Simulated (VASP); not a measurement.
Data:

SnTe is modelled in the cubic space group Fm-3m (No. 225), the rock salt structure, Pearson symbol cF8. Conventional cell: a = b = c = 6.3130 Å, α = β = γ = 90.00°. Sn on 4a is surrounded by 6 Te at 3.157 Å (octahedral). Te on 4b is surrounded by 6 Sn at 3.157 Å (octahedral). (Neighbours: up to the widest gap in distance over summed covalent radii, below 1.35, at either atom; cation-cation and far metal-metal contacts left out.)
(The calculation used a cell of 2 atoms; values per cell refer to that cell.)

These are vdW-DF-cx, VASP's PBE PAW potentials (set 64) (plane waves; VASP) values and carry that method's errors. Settings: 520 eV cut-off, 7×7×7 Γ-centred mesh, Gaussian smearing of 0.050 eV, potentials Sn_d Te.

**Question.** Give the energy at these volumes per atom, relative to the lowest: 29.55, 30.49, 31.43, 32.38, 33.32 Å³.

**Answer.** 18.4, 4.4, 0.0, 3.7, 14.3 meV/atom. A third-order Birch-Murnaghan fit gives B0 = 45.7 GPa and B0′ = 4.5.

Measured: bulk modulus 37.8 GPa (computed value off by +20.8 %), as given by Cormac Toher et al., Physical Review Materials (2017), arXiv:1611.05714; a 6.316 Å (computed value off by -0.0 %), as given by Ayanesh Maiti et al., Applied Physics Letters (2022), arXiv:2109.01420. The calculation is for a static lattice, while the measured bulk modulus, a hold thermal and zero-point effects, which are part of the difference.

The compound is SnTe in the rock salt structure, which distorts at low temperature. It was relaxed first.
